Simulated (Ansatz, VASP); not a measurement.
**Cross-check of TiIn15Se16 (Ti_In) between VASP and Ansatz**

Aim: how closely do two programs agree when they are given the same cell, functional and k mesh? The cell is taken from a series of runs on this material, whose earlier steps may have relaxed, scaled, displaced or heated it; both programs get it as it stands.

Main program and level: Ansatz 0.2.0; plane waves, with VASP 6.6.1 beside it; PBEsol.

### Step 1. The starting structure

The cell holds 32 atoms: 15 In, 16 Se and 1 Ti. Its edges and angles: a = 15.864 Å, b = 11.653 Å, c = 34.000 Å, α = 90.0°, β = 90.0°, γ = 109.9°. It derives from InSe (InSe monolayer (from C2/m)), repeated 4×2×1. Vacuum lies along c. Nearest the centre at fractional (0.499, 0.496, 0.509): Ti32 at 0.39 Å, In11 at 2.43 Å, Se20 at 2.54 Å, Se24 at 2.59 Å, Se21 at 2.60 Å, In6 at 3.51 Å, In10 at 3.58 Å, In7 at 4.00 Å.

### Step 2. Ansatz: single point, PBEsol

Ansatz runs on its default PAW (the set named soft_2) files.

With cell and atoms fixed, the geometry can't cause a difference; cores, projectors, grids and the points listed under the comparison can.

The input, input.yaml:

```yaml
crystal:
  lattice:
    - [15.86363157, 0.0, 0.0]
    - [-3.96590789, 10.95743643, 0.0]
    - [0.0, 0.0, 34.0]
  atoms:
    - { symbol: In, position: [-0.00064576, -0.00149594, 0.50809346] }
    - { symbol: In, position: [0.05996701, 0.24063198, 0.48971021] }
    - { symbol: Se, position: [0.10068197, 0.40344969, 0.54783522] }
    - { symbol: Se, position: [0.20969572, 0.33684559, 0.4496947] }
    - { symbol: In, position: [-0.00104004, 0.49819659, 0.50773997] }
    - { symbol: In, position: [0.0605058, 0.74140315, 0.48929106] }
    - { symbol: Se, position: [0.10054914, 0.9027009, 0.54815386] }
    - { symbol: Se, position: [0.21061748, 0.84180301, 0.45000636] }
    - { symbol: In, position: [0.25011031, -0.00157015, 0.50941891] }
    - { symbol: In, position: [0.30797997, 0.23961508, 0.49001867] }
    - { symbol: Se, position: [0.3536322, 0.40766641, 0.54746081] }
    - { symbol: Se, position: [0.46153911, 0.33835398, 0.45218909] }
    - { symbol: In, position: [0.24840294, 0.50241009, 0.50728386] }
    - { symbol: In, position: [0.31174238, 0.74489446, 0.48961468] }
    - { symbol: Se, position: [0.35037173, 0.90388249, 0.54942461] }
    - { symbol: Se, position: [0.46508003, 0.82961205, 0.45395006] }
    - { symbol: In, position: [0.50231794, -0.00889732, 0.51108145] }
    - { symbol: In, position: [0.56161611, 0.23286518, 0.4907346] }
    - { symbol: Se, position: [0.60101606, 0.40338562, 0.54804162] }
    - { symbol: Se, position: [0.70811876, 0.33079675, 0.44996856] }
    - { symbol: Ti, position: [0.4922327, 0.46082958, 0.51185196] }
    - { symbol: In, position: [0.55480697, 0.71459225, 0.49820584] }
    - { symbol: Se, position: [0.60255906, 0.90305867, 0.55257944] }
    - { symbol: Se, position: [0.7002696, 0.8271445, 0.45319616] }
    - { symbol: In, position: [0.74576541, -0.00777734, 0.50961864] }
    - { symbol: In, position: [0.80969801, 0.23484971, 0.49033734] }
    - { symbol: Se, position: [0.85076682, 0.40151366, 0.54780888] }
    - { symbol: Se, position: [0.95805444, 0.33463128, 0.4497987] }
    - { symbol: In, position: [0.75226983, 0.49874047, 0.5065595] }
    - { symbol: In, position: [0.81075673, 0.74171977, 0.48893329] }
    - { symbol: Se, position: [0.85199125, 0.9009321, 0.54827662] }
    - { symbol: Se, position: [0.96044475, 0.83842287, 0.44925133] }
  periodic: [true, true, false]
basis:
  ecutwfc: 420
  xc_grid: 2
hamiltonian:
  xc: pbesol
kpoints:
  mp_grid: { grid: [1, 2, 1] }
magnetization:
  spin_polarized: true
  initial_magnetization: 1
  spin_locking: { lock_magnetization: hard }
scf:
  occupations: { method: fermi_dirac, width: 0.01 }
  max_iter: 80
output:
  forces: true
  eigenvalues: true
checkpoint:
  write: "../q0_M1.point.pbesol.run"
  compress: false
  write_wavefunctions: false
  write_every: 100000
```

Command:

```bash
> ansatz run input.yaml --threads 4 --pin off --max-ram 10362MiB --backend cpu --events-out ev --progress --plain --runs-dir out
```

Numbers of over 12 decimals in the logs are rounded to 6 here.

Log:

```text
projector tables: rebuilt, as memory chose (as under --projector-tables rebuilt)
Engine: ansatz 0.2.0, aarch64-unknown-linux-gnu
Pseudopotentials: kind: paw
Pseudopotential: In, paw, valence charge 13, recommended cutoff 420 eV (normal), In.paw.azcp
Pseudopotential: Se, paw, valence charge 16, recommended cutoff 420 eV (normal), Se.paw.azcp
Pseudopotential: Ti, paw, valence charge 12, recommended cutoff 420 eV (normal), Ti.paw.azcp
Functional definition: PBEsol
  exchange = pbesol_x
  correlation = pbesol_c
Crystal: 32 atoms, lattice volume = 5910.041 Å³
Basis set: ecut = 420 eV, 115555 PW (Γ), exchange–correlation on 216×160×480 points (8 copies of the dense FFT grid, shifted against one another)
Bands: 279, of which v1, the nominal top of the filled ones, is band 232 counted from 1 (231 counted from 0)
Symmetry: 1 space group operations
Space group: P1 (ITA 1), of the structure as read, at distance tolerance 1.8e-4 Å
Magnetic group: BNS 1.1 (UNI 1), of the structure as read, at distance tolerance 1.8e-4 Å
k-points: 2
Non-local potential: In, projectors of the file, l = 0: 2, l = 1: 2, l = 2: 2, l = 3: 2
Non-local potential: Se, projectors of the file, l = 0: 2, l = 1: 2, l = 2: 3, l = 3: 1
Non-local potential: Ti, projectors of the file, l = 0: 3, l = 1: 2, l = 2: 3, l = 3: 1
PAW form: soft (Blöchl's): semilocal exchange-correlation on the pseudo side does not see the compensation charge
PAW frozen core: In, regenerated for the run's functional, and the local potential with it (the file was generated under x = pbe(κ = 0.804, μ = 0.219515), c = pbe(β = 0.066725))
PAW frozen core: Se, regenerated for the run's functional, and the local potential with it (the file was generated under x = pbe(κ = 0.804, μ = 0.219515), c = pbe(β = 0.066725))
PAW frozen core: Ti, regenerated for the run's functional, and the local potential with it (the file was generated under x = pbe(κ = 0.804, μ = 0.219515), c = pbe(β = 0.066725))
PAW one-centre angular grid: In, 590 points (default); XC on 64 Gauss nodes
PAW one-centre angular grid: Se, 590 points (default); XC on 64 Gauss nodes
PAW one-centre angular grid: Ti, 590 points (default); XC on 64 Gauss nodes
Initial density: superposition of atomic densities (neutral atoms: chi_scale 0, normalization atom)
Starting moments: Σ|m| = 1 μB on 32 of 32 sites
Initial wavefunctions: pseudopotential atomic-orbital guess
Functional: x = pbesol(κ = 0.804, μ = 0.123457), c = pbesol(β = 0.046)
iter 1 solved again at ethr=2.37e-3 eV; its pass at ethr=3.10e-3 eV (dr2=1.10e1 eV) is discarded
SCF iter   1: F=—  HF=-172139.903406 eV  |F-HF|=—  |Δ(HF+E_count)|=         —  Δρ=5.83e-3 (↑5.83e-3 ↓5.64e-3)  dr2=1.11e1  dr2_m=2.73e-1  M=1.000 μB ∫|m|=1.106 μB  β_m=0.30  ethr=2.37e-3  ⟨swp⟩=4.8  Hψ=6332  notcnv=0  defer=26
preconditioner: auto → Resta (q_TF=auto, 1.785 Å⁻¹)  ε∞=1.4  [insulator: Δε(μ)=0.066 eV  Ē_g=13.152 eV  σ=0.010 eV  W_gap=0.93  n_scr=584 (ndim 8)  ℏωp=8.3 eV  f_vac=0.801  D(μ)=3.56/eV (n_scr^D=2)  ε∞_Penn≈1.4  vacuum switching on, ρ_ref=1.3e-2 e/Å³]
spin=Collinear: Resta preconditioning applied to the charge; magnetization (m = ρ↑ − ρ↓) channel mixes plain (no charge-response kernel on spin).
SCF iter   2: F=—  HF=-172146.954211 eV  |F-HF|=—  |Δ(HF+E_count)|=    7.05e0  Δρ=4.03e-3 (↑3.68e-3 ↓4.03e-3)  dr2=3.91e0  dr2_m=1.08e-1  M=1.000 μB ∫|m|=1.107 μB  β_m=0.48  ethr=2.37e-3  ⟨swp⟩=7.5  Hψ=1704  notcnv=0  defer=2
SCF iter   3: F=—  HF=-172154.365450 eV  |F-HF|=—  |Δ(HF+E_count)|=    7.41e0  Δρ=3.59e-3 (↑3.59e-3 ↓1.67e-3)  dr2=2.53e0  dr2_m=1.17e-1  M=1.000 μB ∫|m|=1.243 μB  β_m=0.42  ethr=8.44e-4  ⟨swp⟩=4.0  Hψ=2440  notcnv=0  defer=165
SCF iter   4: F=—  HF=-172154.682809 eV  |F-HF|=—  |Δ(HF+E_count)|=   3.17e-1  Δρ=1.13e-3 (↑1.13e-3 ↓1.10e-3)  dr2=1.52e-1  dr2_m=1.42e-2  M=1.000 μB ∫|m|=1.201 μB  β_m=0.57  ethr=5.46e-4  ⟨swp⟩=4.0  Hψ=2322  notcnv=0  defer=165
SCF iter   5: F=—  HF=-172154.853784 eV  |F-HF|=—  |Δ(HF+E_count)|=   1.71e-1  Δρ=4.59e-4 (↑4.59e-4 ↓2.92e-4)  dr2=5.49e-2  dr2_m=2.30e-3  M=1.000 μB ∫|m|=1.229 μB  β_m=0.49  ethr=3.28e-5  ⟨swp⟩=3.5  Hψ=2220  notcnv=0  defer=166
SCF iter   6: F=—  HF=-172154.844028 eV  |F-HF|=—  |Δ(HF+E_count)|=   9.76e-3  Δρ=1.46e-4 (↑1.46e-4 ↓1.22e-4)  dr2=3.02e-3  dr2_m=3.23e-4  M=1.000 μB ∫|m|=1.230 μB  β_m=0.57  ethr=1.19e-5  ⟨swp⟩=4.0  Hψ=2089  notcnv=0  defer=166
SCF iter   7: F=—  HF=-172154.844289 eV  |F-HF|=—  |Δ(HF+E_count)|=   2.61e-4  Δρ=7.38e-5 (↑7.38e-5 ↓5.51e-5)  dr2=1.71e-3  dr2_m=8.26e-5  M=1.000 μB ∫|m|=1.231 μB  β_m=0.53  ethr=6.52e-7  ⟨swp⟩=3.0  Hψ=2422  notcnv=0  defer=166
SCF iter   8: F=—  HF=-172154.844593 eV  |F-HF|=—  |Δ(HF+E_count)|=   3.04e-4  Δρ=3.90e-5 (↑3.90e-5 ↓2.45e-5)  dr2=2.67e-4  dr2_m=2.58e-5  M=1.000 μB ∫|m|=1.234 μB  β_m=0.51  ethr=3.68e-7  ⟨swp⟩=2.8  Hψ=1726  notcnv=0  defer=166
[...]
k-point 0 ↓: bands = [... 228 lower, -5.8347, -5.6887, -5.4434, -3.7610, -3.6762, -3.6078, -3.3971, -3.2615, ... 43 higher]
  k-point 1 ↓: bands = [... 228 lower, -6.0892, -5.8202, -5.6148, -3.7495, -3.6599, -3.5000, -3.3340, -3.2717, ... 43 higher]
  ° read free of the cell's end (the report's vacuum.weakly_bound_levels)
```

The column dr2 measures how far the density is from self-consistency, as an energy; F and HF (Harris–Foulkes) agree once it is small.

### Step 3. VASP: single point, PBEsol

The same cell, functional, mesh and smearing now go to VASP, with its own data sets.

Lines of VASP's logs that name or quote its potential files are left out, and so is its time.

The input, INCAR:

```
SYSTEM = TiIn15Se16
PREC = Accurate
ENCUT = 400
EDIFF = 1E-06
NELM = 200
ISMEAR = -1
SIGMA = 0.01
LREAL = Auto
ALGO = Normal
GGA = PS
NBANDS = 176
ISPIN = 2
MAGMOM = -0 0 0 0 -0 0 0.01 0 0 0 -0 0 0 0.01 0 0 0 0 0 -0.02 -0.01 0 -0 -0.02 0 0.01 -0 0 0 0 0 0.63
LASPH = .TRUE.
LMAXMIX = 4
LORBIT = 11
LWAVE = .FALSE.
LCHARG = .FALSE.
ISIF = 2
LDIPOL = .TRUE.
IDIPOL = 3
DIPOL = 0.5 0.5 0.5
LVHAR = .TRUE.
NUPDOWN = 1
GGA_COMPAT = .FALSE.
NELMDL = -8
KPAR = 2
```

The input, POSCAR:

```
TiIn15Se16
1.0
   15.8636315738      0.0000000000      0.0000000000
   -3.9659078934     10.9574364305      0.0000000000
    0.0000000000      0.0000000000     34.0000000000
In Se Ti
15 16 1
Direct
    0.9993542376      0.9985040632      0.5080934631
    0.0599670126      0.2406319789      0.4897102069
    0.9989599589      0.4981965930      0.5077399716
    0.0605057988      0.7414031464      0.4892910618
    0.2501103104      0.9984298493      0.5094189074
    0.3079799669      0.2396150763      0.4900186709
    0.2484029417      0.5024100852      0.5072838569
    0.3117423826      0.7448944573      0.4896146750
    0.5023179367      0.9911026759      0.5110814451
    0.5616161128      0.2328651765      0.4907346046
    0.5548069668      0.7145922490      0.4982058379
    0.7457654091      0.9922226595      0.5096186412
    0.8096980085      0.2348497098      0.4903373429
    0.7522698268      0.4987404728      0.5065594956
    0.8107567301      0.7417197654      0.4889332871
    0.1006819668      0.4034496866      0.5478352204
    0.2096957244      0.3368455851      0.4496947032
    0.1005491433      0.9027008997      0.5481538569
    0.2106174776      0.8418030076      0.4500063601
    0.3536321985      0.4076664145      0.5474608061
    0.4615391127      0.3383539802      0.4521890946
    0.3503717304      0.9038824867      0.5494246106
    0.4650800263      0.8296120454      0.4539500623
    0.6010160572      0.4033856166      0.5480416230
    0.7081187585      0.3307967472      0.4499685588
    0.6025590604      0.9030586703      0.5525794395
    0.7002696009      0.8271445048      0.4531961643
    0.8507668232      0.4015136587      0.5478088798
    0.9580544392      0.3346312812      0.4497987002
    0.8519912526      0.9009321008      0.5482766240
    0.9604447489      0.8384228654      0.4492513339
    0.4922327019      0.4608295773      0.5118519631
```

The input, KPOINTS:

```
Automatic mesh
0
Gamma
1 2 1
0 0 0
```

The projector-augmented-wave data sets are In_d, Se and Ti_sv (PBE family, release 64).

Command:

```bash
> mpirun -np 4 vasp_std
```

Log:

```text
[banner, memory and clock lines left out]
running    4 mpi-ranks, on    1 nodes
[...]
|                                                                             |
|               ----> ADVICE to this user running VASP <----                  |
|                                                                             |
|     You enforced a specific xc type in the INCAR file but a different       |
|     [... a line on the potential file left out ...]
|     I HOPE YOU KNOW WHAT YOU ARE DOING!                                     |
|                                                                             |

 LDA part: xc-table for (Slater+PW92), standard interpolation
|                                                                             |
|           W    W    AA    RRRRR   N    N  II  N    N   GGGG   !!!           |
|           W    W   A  A   R    R  NN   N  II  NN   N  G    G  !!!           |
|           W    W  A    A  R    R  N N  N  II  N N  N  G       !!!           |
[...]
|                                                                             |
|        The reciprocal lattice is simple monoclinic,                         |
|        whereas your k-lattice is base centered orthorhombic.                |
|                                                                             |
|     Results are often still useful ...                                      |
|                                                                             |

 POSCAR, INCAR and KPOINTS ok, starting setup
[...]
entering main loop
       N       E                     dE             d eps       ncg     rms          rms(c)
DAV:   1     0.240197902714E+04    0.24020E+04   -0.96255E+04  1776   0.995E+02
DAV:   2     0.225707753462E+03   -0.21763E+04   -0.21422E+04  1792   0.301E+02
DAV:   3    -0.118979248169E+03   -0.34469E+03   -0.34235E+03  1880   0.135E+02
DAV:   4    -0.132648579242E+03   -0.13669E+02   -0.13565E+02  1680   0.313E+01
[...]
DAV:  43    -0.127243795588E+03   -0.21845E-05    0.16315E-07   760   0.279E-04    0.432E-05
DAV:  44    -0.127243797298E+03   -0.17105E-05    0.16639E-07   776   0.188E-04    0.314E-05
DAV:  45    -0.127243798172E+03   -0.87362E-06    0.16942E-07   752   0.158E-04
   1 F= -.12724380E+03 E0= -.12724380E+03  d E =-.119391E-05  mag=     1.0000
```

From OUTCAR (step 3):

```text
  Total       11.1840089      8.4405966      7.4699680     -0.0465673     -0.3700056      0.0154441
  in kB        3.0319190      2.2881961      2.0250644     -0.0126241     -0.1003063      0.0041868
  external PRESSURE =       2.4483931 kB  Pullay stress =       0.0000000 kB

 POSITION                                       TOTAL-FORCE (eV/Angst)
 -----------------------------------------------------------------------------------
     11.89341     10.94104     17.27518         0.006934      0.063300     -0.005097
     -0.00303      2.63671     16.65015         0.006341     -0.067020      0.008026
     13.87133      5.45896     17.26316         0.003464      0.074550     -0.018650
     -1.98049      8.12388     16.63590         0.009680     -0.068266      0.000561
      0.00798     10.94023     17.32024         0.003319      0.075840      0.000691
      3.93539      2.62557     16.66063         0.008809     -0.066221      0.012237
      1.94806      5.50513     17.24765         0.015669      0.052231     -0.003170
      1.99118      8.16213     16.64690        -0.001036     -0.064790      0.009064
      4.03796     10.85994     17.37677         0.001520      0.083210     -0.007155
      7.98575      2.55161     16.68498        -0.019931     -0.068943      0.008379
      5.96725      7.83010     16.93900        -0.005270     -0.074016      0.048820
      7.89548     10.87222     17.32703        -0.001814      0.067961     -0.018442
     11.91336      2.57335     16.67147         0.002704     -0.067219      0.017793
      9.95577      5.46492     17.22302        -0.016338      0.054473     -0.004776
[...]
-----------------------------------------------------------------------------------
    total drift:                               -0.001897     -0.012643     -0.042483

  FREE ENERGIE OF THE ION-ELECTRON SYSTEM (eV)
  ---------------------------------------------------
  free  energy   TOTEN  =      -127.2437981720 eV

  energy  without entropy=     -127.2437969781  energy(sigma->0) =     -127.24379758

 magnetization (x)
# of ion       s       p       d       tot
------------------------------------------
    1       -0.000  -0.000   0.000  -0.000
    2        0.000  -0.000   0.000   0.000
    3        0.001   0.001   0.000   0.002
    4       -0.000   0.000   0.000   0.000
    5       -0.000  -0.000   0.000  -0.000
    6        0.001   0.004  -0.000   0.005
    7        0.012   0.011   0.000   0.023
    8        0.006   0.002  -0.000   0.007
    9        0.000   0.000   0.000   0.000
   10        0.001   0.003  -0.000   0.004
   11       -0.011   0.007   0.003  -0.000
   12        0.000   0.001  -0.000   0.001
   13       -0.000  -0.000   0.000   0.000
[...]
--------------------------------------------------
tot          0.035  -0.007   0.706   0.733

[... 3 further parts left out ...]
[key lines of the parts left out:]
E-fermi :  -3.7112
```

The cell holds one magnetic atom, so no antiferromagnetic order fits into it.

### Step 4. Differences

Known differences besides the potentials themselves: VASP starts from the moments at which Ansatz ended; Ansatz cuts the interaction across the vacuum, VASP repeats the sheet with a dipole correction (LDIPOL); the data sets hold 463 valence electrons in Ansatz (on its default PAW (the set named soft_2) files) and 303 in VASP; the cutoff is 420 eV in Ansatz and 400 eV in VASP (PREC = Accurate, projectors in real space); Ansatz makes its cores anew for this functional, VASP keeps those of its PBE data sets; site moments are counted in spheres of each program's own size. Total energies have different zeros and are not compared.

Both answers:

| quantity | Ansatz | VASP | difference |
| --- | --- | --- | --- |
| total moment, fixed by the input (μB) | 1.00 | 1.00 | 0.00 |
| moment on Ti32 (μB) | 0.63 | 0.70 | -0.08 |

Forces on 7 of the 32 atoms, those with the largest forces and the largest differences (eV/Å; atoms numbered as in POSCAR):

| atom | Ansatz x, y, z | VASP x, y, z |
| --- | --- | --- |
| Se20 | -0.133, -0.024, 0.299 | -0.141, -0.029, 0.321 |
| Se21 | 0.003, -0.021, -0.340 | 0.003, -0.022, -0.375 |
| Se22 | -0.008, -0.040, 0.269 | -0.010, -0.043, 0.296 |
| Se24 | 0.136, -0.029, 0.297 | 0.148, -0.032, 0.315 |
| Se25 | 0.004, 0.030, -0.269 | 0.000, 0.032, -0.300 |
| Se30 | 0.005, -0.038, 0.269 | 0.005, -0.040, 0.298 |
| Se31 | -0.008, 0.027, -0.274 | -0.015, 0.035, -0.299 |

The forces differ by 14 meV/Å r.m.s., which is 10.7 % of the r.m.s. force of 0.130 eV/Å (both taken over all components). Where the cell holds vacuum, a pressure given here is an average over it and none of the material.

### Step 5. Summary of results

```
r.m.s. force difference (single point, PBEsol) : 14 meV/Å
```

In words: The r.m.s. force difference is 14 meV/Å (single point, PBEsol), beyond the 12 meV/Å picked in this series as the mark of a large difference. The data sets hold unlike numbers of valence electrons (463 in Ansatz and 303 in VASP), so part of the differences may come from the potentials. What causes the difference of the single point, PBEsol pair stays open here. Such differences can come from data sets, numerical settings and the points named under the comparisons, not from the functional's error against experiment.

[Lines on the potential files, build, host, timing and source positions are cut from VASP's logs without a mark.]

[Logs are printed without paths, hosts, clocks, repeated set-up lines and the standing remarks that a program may print on its own settings, such as how far it seeks lower states.]

[Hosts, paths, dates, database ids (printed as entryN), source tags and the programs' standing remarks are cut or masked in the printed files.]
